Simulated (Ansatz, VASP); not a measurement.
BeB3 in VASP and in Ansatz

```
Be B
1.0
     0.00000    3.65238    3.65238
     3.65238    0.00000    3.65238
     3.65238    3.65238    0.00000
Be B
2 6
Direct
  0.75000 0.75000 0.75000
  0.50000 0.50000 0.50000
  0.00000 0.00000 0.00000
  0.25000 0.25000 0.25000
  0.12500 0.12500 0.12500
  0.12500 0.12500 0.62500
  0.12500 0.62500 0.12500
  0.62500 0.12500 0.12500
```

Alike in both runs: functional PBE; k mesh 6 × 6 × 6; occupations gaussian, width 0.1 eV; no spin polarisation.

Ansatz relaxed the structure, and its values are those at the end. VASP's run is a single point on that final structure, the one shown.

```csv
,VASP,Ansatz
version,VASP 6.6.1,Ansatz 0.2.0
potentials or method,"VASP PAW PBE potentials, release 64 (Be, B)","scalar-relativistic, plane waves, PAW"
plane-wave cutoff (eV),520,420
valence electrons in the cell,22,22
```

|  | VASP | Ansatz | Ansatz less VASP |
| --- | --- | --- | --- |
| gap on the k mesh at the Fermi level (eV) | none | none | - |
| pressure (GPa) | 0.3 | 0.3 | +0.01 |

A gap of «none» marks a metal or a gap that the smearing closes.
